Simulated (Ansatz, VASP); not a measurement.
# CaPd: VASP beside Ansatz, part 2 of 2

Wanted: the spread between two codes on one cell, functional and k mesh. The cell is taken from a series of runs on this material, whose earlier steps may have relaxed, scaled, displaced or heated it; both programs get it as it stands.

VASP 6.6.1 and Ansatz 0.2.0.

So far: Starting point; Ansatz: relaxation of cell and atoms, PBEsol; VASP: relaxation of cell and atoms, PBEsol; Comparison.

### Step 5. VASP: zone-centre phonons, PBEsol

Level of this step: PBEsol; plane waves and PAW (Ca_sv, Pd) (VASP).

Second derivatives magnify differences that forces hide, and they need a tight electronic threshold.

INCAR

```
SYSTEM = CaPd
PREC = Accurate
ENCUT = 500
EDIFF = 1E-08
NELM = 120
ISMEAR = 1
SIGMA = 0.2
LREAL = .FALSE.
ALGO = Normal
GGA = PS
NBANDS = 16
LASPH = .TRUE.
LORBIT = 11
LWAVE = .FALSE.
LCHARG = .FALSE.
ISIF = 2
IBRION = 8
GGA_COMPAT = .FALSE.
KPAR = 2
```

POSCAR

```
CaPd
1.0
    3.4682469573      0.0000000000      0.0000000000
    0.0000000000      3.4682469573      0.0000000000
    0.0000000000      0.0000000000      3.4682469573
Ca Pd
1 1
Direct
    0.0000000000      0.0000000000      0.0000000000
    0.5000000000      0.5000000000      0.5000000000
```

KPOINTS

```
Automatic mesh
0
Gamma
12 12 12
0 0 0
```

PAW data sets: Ca_sv and Pd (PBE family, release 64).

Run with:

```sh
mpirun -np 2 vasp_std
```

Numbers of over 12 decimals in the logs are rounded to 6 here.

Output:

```text
[banner, memory and clock lines left out]
running    2 mpi-ranks, on    1 nodes
[...]
[... a notice as in an earlier step ...]

 LDA part: xc-table for (Slater+PW92), standard interpolation
 POSCAR, INCAR and KPOINTS ok, starting setup
[...]
entering main loop
       N       E                     dE             d eps       ncg     rms          rms(c)
DAV:   1     0.133843959114E+03    0.13384E+03   -0.10116E+04  2688   0.120E+03
DAV:   2    -0.638906746871E+01   -0.14023E+03   -0.13455E+03  3312   0.295E+02
DAV:   3    -0.954169083727E+01   -0.31526E+01   -0.31310E+01  3608   0.450E+01
DAV:   4    -0.964037513711E+01   -0.98684E-01   -0.98520E-01  3584   0.606E+00
[...]
DAV:  14    -0.931632572776E+01    0.12074E-06   -0.82787E-08  3464   0.225E-03    0.605E-04
DAV:  15    -0.931632567596E+01    0.51802E-07   -0.39104E-09  1536   0.687E-04    0.103E-04
DAV:  16    -0.931632566805E+01    0.79037E-08   -0.66966E-10  1392   0.253E-04
   1 F= -.93163257E+01 E0= -.93164449E+01  d E =0.357741E-03
[...]
RMM:  33    -0.398756149136E+00   -0.25034E-07   -0.65395E-08 10680   0.280E-04    0.128E-06
RMM:  34    -0.398756127320E+00    0.21816E-07   -0.44316E-08 11059   0.254E-04    0.598E-06
RMM:  35    -0.398756128367E+00   -0.10470E-08   -0.29310E-08  8193   0.229E-04    0.858E-06
 first order change of Fermi-energy  -0.44504E-03
 force on displaced ion       1 direction 1 :  -2.822   0.000   0.000
 Linear response progress:
  Degree of freedom:   2/  2
       N       E                     dE             d eps       ncg     rms          rms(c)
RMM:   1    -0.257131003964E+00   -0.25713E+00   -0.23315E-01 11506   0.288E+00
RMM:   2    -0.258295287615E+00   -0.11643E-02   -0.14269E-02 10310   0.613E-01    0.690E-02
RMM:   3    -0.258678255426E+00   -0.38297E-03   -0.67064E-04 10652   0.124E-01    0.460E-02
RMM:   4    -0.259084495335E+00   -0.40624E-03   -0.15868E-04 10964   0.692E-02    0.708E-03
[...]
RMM:  11    -0.259004386409E+00   -0.40506E-06    0.90819E-08 13576   0.123E-04    0.865E-06
RMM:  12    -0.259004562089E+00   -0.17568E-06    0.13604E-08 14391   0.527E-05    0.376E-06
RMM:  13    -0.259004554053E+00    0.80364E-08    0.46883E-09 14167   0.204E-05    0.333E-06
 first order change of Fermi-energy   0.53616E-03
 force on displaced ion       2 direction 1 :  -2.820   0.000   0.000
 Linear response finished
```

OUTCAR, selected parts (step 5):

```text
  Total        0.0443007      0.0443007      0.0443007      0.0000000      0.0000000     -0.0000000
  in kB        1.7013417      1.7013417      1.7013417      0.0000000      0.0000000     -0.0000000
  external PRESSURE =       1.7013417 kB  Pullay stress =       0.0000000 kB

 POSITION                                       TOTAL-FORCE (eV/Angst)
 -----------------------------------------------------------------------------------
      0.00000      0.00000      0.00000         0.000000      0.000000      0.000000
      1.73412      1.73412      1.73412         0.000000      0.000000      0.000000
 -----------------------------------------------------------------------------------
    total drift:                                0.000000      0.000000      0.000000

[... 1 part as in an earlier step ...]

[... 1 further part left out ...]
```

### Step 6. Ansatz: zone-centre phonons, PBEsol

The same cell, functional, mesh and smearing now go to Ansatz, which takes its cutoff from its data sets.

The cell is taken from a series of runs on this material, whose earlier steps may have relaxed, scaled, displaced or heated it; both programs get it as it stands.

input.yaml

```yaml
crystal:
  lattice:
    - [3.4682469573, 0.0, 0.0]
    - [0.0, 3.4682469573, 0.0]
    - [0.0, 0.0, 3.4682469573]
  atoms:
    - { symbol: Ca, position: [0.0, 0.0, 0.0] }
    - { symbol: Pd, position: [0.5, 0.5, 0.5] }
kpoints:
  mp_grid: { grid: [12, 12, 12] }
hamiltonian:
  xc: pbesol
  pseudopotentials: { kind: paw, azcp: { folder: soft_1 }, xc_functional: pbe }
scf:
  occupations: { method: methfessel_paxton, width: 0.2 }
output:
  eigenvalues: true
phonons:
  method: dfpt
```

Run with:

```sh
ansatz run input.yaml --threads 4 --pin off --max-ram 10240MiB --backend cpu --events-out ev --progress --plain --runs-dir out
```

Output:

```text
[...]
Crystal: 2 atoms, lattice volume = 41.719 Å³
Basis set: ecut = 420 eV, 799 PW (Γ), exchange–correlation on 48×48×48 points (8 copies of the dense FFT grid, shifted against one another)
Bands: 18, of which v1, the nominal top of the filled ones, is band 14 counted from 1 (13 counted from 0)
Symmetry: 48 space group operations
k-points: 196 of 1728 (irreducible under 8 space group operations, time reversal used)
[...]
k mesh reduced under 8 symmetry operations, with k and −k counted as one. Each operation leaves every solved perturbation unchanged. A smaller set is not used because it would not reduce the number of displacements times k-points to solve
  ASR residual: 5.848e-5 → 0.000e0 eV/Å²; symmetrization residual: 1.133e-5 eV/Å²
  ASR residual per site (eV/Å²): 3.17e-5 5.85e-5
  Γ frequencies (cm⁻¹): 0.00 0.00 0.00 160.75 160.75 160.75
  non-analytic LO–TO correction: not included (Born effective charges unavailable; polar crystals: no LO–TO splitting at Γ)
[key lines of the parts left out:]
SCF converged after 13 iterations
Free energy (F): -8701.670213 eV
Fermi energy:    12.004398 eV
```

### Step 7. Differences

What differs besides the data sets and the points named for the pairs above, as far as they apply: the data sets hold 28 valence electrons in Ansatz (on its PAW soft_1 files) and 20 in VASP. Total energies have different zeros and are not compared.

Both answers:

```csv
quantity,Ansatz,VASP,difference
optical mode 1 to 3 (cm⁻¹),160.8,162.3,-0.98 %
```

Modes are paired by rising frequency, not by their patterns, so a pair may set unlike modes beside each other; they are those without the splitting of longitudinal modes.

### Step 8. Outcome

```json
{"difference in volume (relaxation of cell and atoms, PBEsol)": "-0.31 %", "r.m.s. difference of the optical zone-centre modes, each program's sorted by frequency (zone-centre phonons, PBEsol)": "1.6 cm⁻¹", "difference in optical mode 1 to 3 (zone-centre phonons, PBEsol)": "-1.0 %"}
```

The difference in volume is -0.31 % (relaxation of cell and atoms, PBEsol), within the 1.2 % picked in this series as the mark of a large difference, as far as the stopping tolerances let one tell. The data sets hold unlike numbers of valence electrons (28 in Ansatz and 20 in VASP), so part of the differences comes from the potentials. Among the rows given in per cent, the largest difference of the zone-centre phonons, PBEsol pair is in optical mode 1 to 3, -1.0 %. 1 further run of this series is not shown here. How closely two codes agree says nothing of how well the functional describes the real material.

[Lines on the potential files, build, host, timing and source positions are cut from VASP's logs without a mark.]

[Logs are printed without paths, hosts, clocks, repeated set-up lines and the standing remarks that a program may print on its own settings, such as how far it seeks lower states.]

[Hosts, paths, dates, database ids (printed as entryN), source tags and the programs' standing remarks are cut or masked in the printed files.]
